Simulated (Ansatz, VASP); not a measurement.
**Two plane-wave programs on KAl4**

```
K Al
1.0
     5.43290    0.00000    0.00000
    -2.71645    4.70503    0.00000
     0.00000    0.00000    5.22315
K Al
1 4
Cartesian
  0.0000 0.0000 0.0000
  0.0000 3.1367 0.0000
  2.7164 1.5683 0.0000
  0.0000 3.1367 2.6116
  2.7164 1.5683 2.6116
```

Alike in both runs: functional PBE; k mesh 9 × 9 × 8; occupations gaussian, width 0.1 eV; no spin polarisation.

Ansatz relaxed the structure, and its values are those at the end. VASP's run is a single point on that final structure, the one shown.

|  | VASP | Ansatz |
| --- | --- | --- |
| version | VASP 6.6.1 | Ansatz 0.2.0 |
| potentials or method | VASP PAW PBE potentials, release 64 (K_sv, Al) | scalar-relativistic, plane waves, PAW |
| plane-wave cutoff (eV) | 520 | 420 |
| valence electrons in the cell | 21 | 21 |

```tsv
	VASP	Ansatz	Ansatz less VASP
gap on the k mesh at the Fermi level (eV)	none	none	-
pressure (GPa)	0.0	0.0	-0.02
```

A gap of «none» marks a metal or a gap that the smearing closes. With one functional, cell and mesh, what is left measures potentials, basis and numerics.
